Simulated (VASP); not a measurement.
All values below come from PBE GGA, VASP's PBE PAW potentials (set 64) (plane waves; VASP).

Input for VASP

**KPOINTS**
```
Automatic mesh
0
Gamma
6 6 6
0 0 0
```

### POSCAR
```
KTaO3
8.0577610
  0.5000000025   0.0000000000   0.0000000000
  0.0000000000   0.5000000025   0.0000000000
  0.0000000000   0.0000000000   0.5000000025
K Ta O
1 1 3
Cart
  0.0000000000   0.0000000000   0.0000000000
  0.2500000013   0.2500000013   0.2500000013
  0.2500000013   0.0000000000   0.2500000013
  0.0000000000   0.2500000013   0.2500000013
  0.2500000013   0.2500000013   0.0000000000
```

INCAR:
```
ALGO = Normal
EDIFF = 1E-8
ENCUT = 520
GGA = PE
ISMEAR = 0
LASPH = T
LCHARG = F
LEPSILON = T
LMAXMIX = 6
LREAL = F
LWAVE = F
NELM = 100
PREC = Accurate
SIGMA = 0.01
SYSTEM = KTaO3
```

POTCAR, in this order: K_sv Ta_pv O (PBE.64 set). Program: vasp_std.

The resulting files:

**OUTCAR**
```
 ion  position               nearest neighbor table
   1  0.000  0.000  0.000-   3 2.85   4 2.85   5 2.85   3 2.85   4 2.85   4 2.85   5 2.85   4 2.85
                             3 2.85   5 2.85   3 2.85   5 2.85   2 3.49   2 3.49   2 3.49   2 3.49
   2  0.500  0.500  0.500-   3 2.01   4 2.01   5 2.01   5 2.01   3 2.01   4 2.01   1 3.49   1 3.49
                             1 3.49   1 3.49   1 3.49   1 3.49   1 3.49   1 3.49
   3  0.500  0.000  0.500-   2 2.01   2 2.01   1 2.85   1 2.85   1 2.85   1 2.85
   4  0.000  0.500  0.500-   2 2.01   2 2.01   1 2.85   1 2.85   1 2.85   1 2.85
   5  0.500  0.500  0.000-   2 2.01   2 2.01   1 2.85   1 2.85   1 2.85   1 2.85
  LATTYP: Found a simple cubic cell.
 ALAT       =     4.0288805202
 Subroutine PRICEL returns:
 Original cell was already a primitive cell.
 Subroutine GETGRP returns: Found 48 space group operations
The static configuration has the point symmetry O_h .
The dynamic configuration has the point symmetry O_h .
 Subroutine INISYM returns: Found 48 space group operations
 Subroutine IBZKPT returns following result:
 Found     20 irreducible k-points:

 Following reciprocal coordinates:
            Coordinates               Weight
  0.000000  0.000000  0.000000      1.000000
  0.166667  0.000000  0.000000      6.000000
  0.333333  0.000000  0.000000      6.000000
  0.500000  0.000000  0.000000      3.000000
  0.166667  0.166667  0.000000     12.000000
  0.333333  0.166667  0.000000     24.000000
  0.500000  0.166667  0.000000     12.000000
  0.333333  0.333333  0.000000     12.000000
  0.500000  0.333333  0.000000     12.000000
  0.500000  0.500000  0.000000      3.000000
  0.166667  0.166667  0.166667      8.000000
  0.333333  0.166667  0.166667     24.000000
  0.500000  0.166667  0.166667     12.000000
  0.333333  0.333333  0.166667     24.000000
  0.500000  0.333333  0.166667     24.000000
  0.500000  0.500000  0.166667      6.000000
  0.333333  0.333333  0.333333      8.000000
  0.500000  0.333333  0.333333     12.000000
  0.500000  0.500000  0.333333      6.000000
...
```

### OSZICAR
```
...
RMM:   2    -0.838558820135E+00   -0.28392E-01   -0.61675E-02  3313   0.109E+00    0.131E+00
RMM:   3    -0.830305874346E+00    0.82529E-02   -0.30107E-02  2968   0.101E+00    0.748E-01
RMM:   4    -0.857759181639E+00   -0.27453E-01   -0.21385E-02  3106   0.964E-01    0.174E-01
RMM:   5    -0.869712574055E+00   -0.11953E-01   -0.53627E-03  3371   0.307E-01    0.417E-02
RMM:   6    -0.871258443469E+00   -0.15459E-02   -0.11252E-03  3499   0.106E-01    0.302E-02
RMM:   7    -0.872130399596E+00   -0.87196E-03   -0.35138E-04  3445   0.587E-02    0.142E-02
RMM:   8    -0.872258179100E+00   -0.12778E-03   -0.13804E-04  3580   0.319E-02    0.760E-03
RMM:   9    -0.872380189830E+00   -0.12201E-03   -0.48976E-05  3779   0.185E-02    0.248E-03
RMM:  10    -0.872401019286E+00   -0.20829E-04   -0.34306E-05  3890   0.116E-02    0.213E-03
RMM:  11    -0.872398148825E+00    0.28705E-05   -0.15770E-05  3796   0.729E-03    0.323E-03
RMM:  12    -0.872377423305E+00    0.20726E-04   -0.15796E-05  3583   0.541E-03    0.484E-03
RMM:  13    -0.872377863071E+00   -0.43977E-06   -0.93243E-06  3598   0.373E-03    0.511E-03
RMM:  14    -0.872387386932E+00   -0.95239E-05   -0.15994E-05  3437   0.330E-03    0.344E-03
RMM:  15    -0.872402519270E+00   -0.15132E-04   -0.95371E-06  3579   0.283E-03    0.137E-03
RMM:  16    -0.872407028053E+00   -0.45088E-05   -0.95643E-06  3530   0.216E-03    0.675E-04
RMM:  17    -0.872412438539E+00   -0.54105E-05   -0.11460E-05  3425   0.187E-03    0.341E-04
RMM:  18    -0.872410730918E+00    0.17076E-05   -0.10501E-05  3444   0.172E-03    0.574E-04
RMM:  19    -0.872410517417E+00    0.21350E-06   -0.91749E-06  3113   0.156E-03    0.679E-04
RMM:  20    -0.872410828085E+00   -0.31067E-06   -0.91752E-06  3593   0.160E-03    0.954E-04
RMM:  21    -0.872411744274E+00   -0.91619E-06   -0.78846E-06  2906   0.145E-03    0.903E-04
RMM:  22    -0.872412343222E+00   -0.59895E-06   -0.46334E-06  2479   0.141E-03    0.838E-04
RMM:  23    -0.872412848919E+00   -0.50570E-06   -0.13882E-05  2515   0.138E-03    0.784E-04
RMM:  24    -0.872413126898E+00   -0.27798E-06   -0.58725E-06  2595   0.138E-03    0.709E-04
RMM:  25    -0.872414399861E+00   -0.12730E-05   -0.58747E-06  3023   0.141E-03    0.492E-04
RMM:  26    -0.872414635480E+00   -0.23562E-06   -0.84705E-06  2026   0.135E-03    0.430E-04
RMM:  27    -0.872415522805E+00   -0.88733E-06   -0.68733E-06  2730   0.138E-03    0.277E-04
RMM:  28    -0.872416103120E+00   -0.58031E-06   -0.70609E-06  2532   0.137E-03    0.156E-04
RMM:  29    -0.872416283704E+00   -0.18058E-06   -0.10901E-05  1812   0.134E-03    0.109E-04
RMM:  30    -0.872416412313E+00   -0.12861E-06   -0.65420E-06  1793   0.135E-03    0.868E-05
RMM:  31    -0.872416478690E+00   -0.66377E-07   -0.56932E-06  1774   0.134E-03    0.673E-05
RMM:  32    -0.872416499196E+00   -0.20506E-07   -0.91566E-06  1487   0.134E-03    0.650E-05
RMM:  33    -0.872416590632E+00   -0.91436E-07   -0.74976E-06  1802   0.134E-03    0.468E-05
RMM:  34    -0.872416548999E+00    0.41633E-07   -0.82718E-06  1468   0.134E-03    0.448E-05
RMM:  35    -0.872416680156E+00   -0.13116E-06   -0.11307E-05  1545   0.134E-03    0.323E-05
RMM:  36    -0.872416676125E+00    0.40311E-08   -0.86934E-06  1748   0.134E-03    0.254E-05
RMM:  37    -0.872416643253E+00    0.32872E-07   -0.16500E-05  1396   0.134E-03    0.222E-05
RMM:  38    -0.872416751257E+00   -0.10800E-06   -0.96811E-06  1439   0.134E-03    0.127E-05
RMM:  39    -0.872416779505E+00   -0.28247E-07   -0.80476E-06  1480   0.134E-03    0.614E-06
 Linear response to external field, progress :
  Direction:   2
       N       E                     dE             d eps       ncg     rms          rms(c)
RMM:   1    -0.810056047533E+00   -0.81006E+00   -0.39013E+00  3308   0.558E+00
RMM:   2    -0.838662929082E+00   -0.28607E-01   -0.61459E-02  3312   0.109E+00    0.131E+00
RMM:   3    -0.830405005103E+00    0.82579E-02   -0.30031E-02  2971   0.101E+00    0.747E-01
RMM:   4    -0.857840074889E+00   -0.27435E-01   -0.21417E-02  3111   0.964E-01    0.174E-01
RMM:   5    -0.869788605241E+00   -0.11949E-01   -0.53712E-03  3375   0.307E-01    0.417E-02
RMM:   6    -0.871347056473E+00   -0.15585E-02   -0.11349E-03  3501   0.106E-01    0.301E-02
RMM:   7    -0.872222544074E+00   -0.87549E-03   -0.34807E-04  3444   0.594E-02    0.141E-02
RMM:   8    -0.872347131306E+00   -0.12459E-03   -0.14397E-04  3590   0.324E-02    0.767E-03
RMM:   9    -0.872470904474E+00   -0.12377E-03   -0.50276E-05  3784   0.189E-02    0.242E-03
RMM:  10    -0.872489137333E+00   -0.18233E-04   -0.38865E-05  3897   0.118E-02    0.215E-03
RMM:  11    -0.872484254782E+00    0.48826E-05   -0.96891E-06  3827   0.749E-03    0.345E-03
RMM:  12    -0.872465547397E+00    0.18707E-04   -0.17431E-05  3571   0.554E-03    0.480E-03
RMM:  13    -0.872478163932E+00   -0.12617E-04   -0.68523E-06  3627   0.424E-03    0.415E-03
RMM:  14    -0.872485543439E+00   -0.73795E-05   -0.14480E-05  3703   0.324E-03    0.303E-03
RMM:  15    -0.872488132409E+00   -0.25890E-05   -0.13080E-05  3605   0.252E-03    0.263E-03
RMM:  16    -0.872489036568E+00   -0.90416E-06   -0.10478E-05  3509   0.212E-03    0.246E-03
RMM:  17    -0.872489067929E+00   -0.31362E-07   -0.71335E-06  2732   0.184E-03    0.252E-03
RMM:  18    -0.872490514320E+00   -0.14464E-05   -0.11133E-05  3111   0.172E-03    0.235E-03
 Linear response to external field, progress :
  Direction:   3
       N       E                     dE             d eps       ncg     rms          rms(c)
RMM:   1    -0.810271053991E+00   -0.81027E+00   -0.39036E+00  3303   0.557E+00
RMM:   2    -0.838567821208E+00   -0.28297E-01   -0.61142E-02  3305   0.109E+00    0.131E+00
RMM:   3    -0.830315273474E+00    0.82525E-02   -0.30072E-02  2964   0.101E+00    0.748E-01
RMM:   4    -0.857769798602E+00   -0.27455E-01   -0.21388E-02  3098   0.964E-01    0.173E-01
RMM:   5    -0.869717632641E+00   -0.11948E-01   -0.53394E-03  3363   0.306E-01    0.416E-02
RMM:   6    -0.871262056165E+00   -0.15444E-02   -0.11260E-03  3490   0.105E-01    0.300E-02
RMM:   7    -0.872134806561E+00   -0.87275E-03   -0.34056E-04  3445   0.583E-02    0.141E-02
RMM:   8    -0.872257861488E+00   -0.12305E-03   -0.76307E-05  3578   0.316E-02    0.768E-03
RMM:   9    -0.872382960370E+00   -0.12510E-03   -0.44874E-05  3769   0.182E-02    0.239E-03
RMM:  10    -0.872401643786E+00   -0.18683E-04   -0.55822E-05  3903   0.114E-02    0.203E-03
RMM:  11    -0.872401244573E+00    0.39921E-06   -0.11154E-05  3753   0.719E-03    0.292E-03
RMM:  12    -0.872375193366E+00    0.26051E-04   -0.14545E-05  3530   0.537E-03    0.520E-03
RMM:  13    -0.872378698655E+00   -0.35053E-05   -0.71224E-06  3483   0.438E-03    0.347E-03
RMM:  14    -0.872374183921E+00    0.45147E-05   -0.84800E-06  3487   0.319E-03    0.452E-03
RMM:  15    -0.872370917517E+00    0.32664E-05   -0.38695E-06  3655   0.308E-03    0.617E-03
RMM:  16    -0.872372672756E+00   -0.17552E-05   -0.11161E-05  4182   0.362E-03    0.803E-03
RMM:  17    -0.872378157674E+00   -0.54849E-05   -0.21163E-06  3649   0.209E-03    0.727E-03
RMM:  18    -0.872387365989E+00   -0.92083E-05   -0.11118E-05  4084   0.263E-03    0.467E-03
RMM:  19    -0.872396331140E+00   -0.89652E-05   -0.39369E-06  3777   0.203E-03    0.308E-03
RMM:  20    -0.872398534219E+00   -0.22031E-05   -0.88185E-06  3310   0.157E-03    0.277E-03
RMM:  21    -0.872401990955E+00   -0.34567E-05   -0.62405E-06  3266   0.156E-03    0.225E-03
RMM:  22    -0.872408279577E+00   -0.62886E-05    0.47774E-06  3783   0.170E-03    0.125E-03
RMM:  23    -0.872413174583E+00   -0.48950E-05   -0.69597E-06  3675   0.162E-03    0.430E-04
RMM:  24    -0.872414895008E+00   -0.17204E-05   -0.87974E-06  3142   0.142E-03    0.188E-04
RMM:  25    -0.872415494105E+00   -0.59910E-06   -0.41867E-06  2427   0.137E-03    0.112E-04
RMM:  26    -0.872416158917E+00   -0.66481E-06   -0.10273E-05  2590   0.137E-03    0.268E-05
RMM:  27    -0.872416328934E+00   -0.17002E-06   -0.56099E-06  1810   0.134E-03    0.175E-05
RMM:  28    -0.872416424908E+00   -0.95974E-07   -0.60751E-06  1777   0.134E-03    0.931E-06
```

File OUTCAR:
```
------------------------ aborting loop because EDIFF is reached ----------------------------------------

 HEAD OF MICROSCOPIC STATIC DIELECTRIC TENSOR (INDEPENDENT PARTICLE, excluding Hartree and local field effects)
 ------------------------------------------------------
           5.657680    -0.000000    -0.000000
          -0.000000     5.657680    -0.000000
           0.000000    -0.000000     5.657680
 ------------------------------------------------------

 MACROSCOPIC STATIC DIELECTRIC TENSOR (including local field effects in DFT)
 ------------------------------------------------------
           5.543444     0.000000    -0.000000
           0.000000     5.543444     0.000000
           0.000000     0.000000     5.543444
 ------------------------------------------------------

 PIEZOELECTRIC TENSOR (including local field effects)  for field in x, y, z        (e  Angst)
          XX          YY          ZZ          XY          YZ          ZX
  --------------------------------------------------------------------------------
  x     0.00000     0.00000     0.00000     0.00000     0.00000     0.00000
  y     0.00000     0.00000     0.00000     0.00000     0.00000     0.00000
  z     0.00000     0.00000     0.00000     0.00000     0.00000     0.00000

 PIEZOELECTRIC TENSOR (including local field effects)  for field in x, y, z        (C/m^2)
          XX          YY          ZZ          XY          YZ          ZX
  --------------------------------------------------------------------------------
  x     0.00000     0.00000     0.00000     0.00000     0.00000     0.00000
  y     0.00000     0.00000     0.00000     0.00000     0.00000     0.00000
  z     0.00000     0.00000     0.00000     0.00000     0.00000     0.00000

 BORN EFFECTIVE CHARGES (including local field effects) (in |e|, cummulative output)
 ---------------------------------------------------------------------------------
 ion    1
    1     1.15425     0.00000     0.00000
    2     0.00000     1.15425     0.00000
    3     0.00000     0.00000     1.15425
 ion    2
    1     8.85607    -0.00000     0.00000
    2     0.00000     8.85607    -0.00000
    3     0.00000     0.00000     8.85607
 ion    3
    1    -1.67015    -0.00000    -0.00000
    2    -0.00000    -6.67002     0.00000
    3    -0.00000    -0.00000    -1.67015
 ion    4
    1    -6.67002    -0.00000     0.00000
    2    -0.00000    -1.67015     0.00000
    3    -0.00000     0.00000    -1.67015
 ion    5
    1    -1.67015    -0.00000     0.00000
    2    -0.00000    -1.67015     0.00000
    3     0.00000    -0.00000    -6.67002
```
(Selected blocks of OUTCAR.)

The dielectric response may not be converged in the k-mesh; for small gaps it tends to come out too large.

The compound is KTaO3 in the cubic perovskite structure. It was relaxed first.
